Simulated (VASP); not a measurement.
Data:

```
Dy
1.0
    1.79500    -3.10903     0.00000
    1.79500     3.10903     0.00000
    0.00000     0.00000     5.65000
Dy
2
Cartesian
  1.79500   1.03635   1.41250
  1.79500  -1.03635   4.23750
```

Level of theory: MS2 meta-GGA, VASP's PBE PAW potentials (set 64) (plane waves; VASP). Run with 520 eV cut-off, 11×11×6 Γ-centred mesh, first-order Methfessel-Paxton smearing of 0.10 eV, potentials Dy_3.

The 4f electrons are frozen in the core of the lanthanide potential, so 4f levels, which can set the real gap, and their magnetism are missing. Energy and stress use the plane-wave basis of the starting cell.

The ions, cell shape and volume are relaxed. What does this cell relax into?

```
Dy
1.0
    1.79039    -3.10105     0.00000
    1.79039     3.10105     0.00000
    0.00000     0.00000     5.49658
Dy
2
Direct
  0.33333   0.66667   0.25000
  0.66667   0.33333   0.75000
```
Space group P6_3/mmc (194), at a tolerance of 0.03 Å.

How do energy and volume change from the first to the last step?

The energy (σ→0) changes by -6.9 meV/atom and the volume by -3.2 %, in 6 ionic steps.

```tsv
step	E(σ→0) (eV)	max force (eV/Å)	pressure (GPa)	volume (Å³)
1	18.3158	0.000	-1.41	63.06
2	18.3041	0.000	0.31	60.55
3	18.3039	0.000	0.13	60.80
4	18.3029	0.000	0.09	60.90
5	18.3019	0.000	0.00	61.08
6	18.3020	0.000	0.03	61.03
```

The compound is Dy in the hcp structure. This run relaxes it. Symmetry was kept, so distortions that lower it aren't found.
